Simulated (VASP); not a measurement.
Given:

```xyz
3
Lattice="0.0000 2.2473 2.2473 2.2473 0.0000 2.2473 2.2473 2.2473 0.0000" Properties=species:S:1:pos:R:3 pbc="T T T"
Li     1.1237     1.1237     1.1237
Li     3.3710     3.3710     3.3710
O      0.0000     0.0000     0.0000
```

The numbers are results of LDA (Ceperley-Alder, Perdew-Zunger), VASP's LDA PAW potentials (set 64) (plane waves; VASP), not measurements. Numerical set-up: 520 eV cut-off, Gaussian smearing of 0.050 eV, potentials Li_sv O.

Task: Give the energies of bands 4 to 7 at the high-symmetry points, in eV from the valence-band maximum.

Result: 
```json
[
 {"band": "4", "Γ": "0.00", "X": "-1.65", "U": "-2.26", "L": "-3.01", "W": "-2.09"},
 {"band": "5", "Γ": "0.00", "X": "-1.58", "U": "-1.59", "L": "-0.51", "W": "-1.60"},
 {"band": "6", "Γ": "0.00", "X": "-1.58", "U": "-1.24", "L": "-0.51", "W": "-1.60"},
 {"band": "7", "Γ": "5.89", "X": "4.94", "U": "6.65", "L": "9.62", "W": "7.32"}
]
```

The gap is indirect, 4.94 eV, from the valence maximum at Γ to the conduction minimum at X.

Measured: gap 8.00 eV (computed value off by -3.06 eV), as given by Das et al., (2018), arXiv:1807.05623.

The compound is Li2O in the antifluorite structure. It was relaxed first, which changed the volume by -8 %.
